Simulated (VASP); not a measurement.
Consider the following.

```
CELL_PARAMETERS angstrom
      6.18212     0.00000     0.00000
     -3.09106     5.35388     0.00000
      0.00000     0.00000     8.32058
ATOMIC_POSITIONS crystal
  Tl 0.33333 0.66667 0.32026
  Tl 0.66667 0.33333 0.67974
  Tl 0.00000 0.00000 0.50000
  Tl 0.00000 0.00000 0.00000
  Mo 0.66667 0.33333 0.18323
  Mo 0.33333 0.66667 0.81677
  O  0.17812 0.35624 0.74281
  O  0.82188 0.64376 0.25719
  O  0.64376 0.82188 0.74281
  O  0.35624 0.17812 0.25719
  O  0.17812 0.82188 0.74281
  O  0.82188 0.17812 0.25719
  O  0.66667 0.33333 0.96944
  O  0.33333 0.66667 0.03056
```

All values below come from r2SCAN meta-GGA, VASP's PBE PAW potentials (set 64) (plane waves; VASP). Settings: LREAL = Auto, 520 eV cut-off, 5×5×3 Γ-centred mesh, tetrahedra with Blöchl corrections, potentials Tl_d Mo_sv O.

Unless said otherwise, spin-orbit coupling is left out, though it shifts the bands of the heavy elements here.

Problem. Estimate the energy per atom (σ→0), band gap (over mesh and band path) with the smallest direct gap where there is one.

Solution. 
| Property | Result |
|---|---|
| band gap (over mesh and band path) | 3.40 eV |
| smallest direct gap (over mesh and band path) | 3.55 eV |
| energy per atom (σ→0) | -2316.7 kJ/mol of atoms |

Total energies compare only between runs with the same potentials, cut-off and functional.

The structure comes from a computed database's Tl2MoO4 entry (P-3m1); how it stands against other phases isn't given here. It was relaxed first.
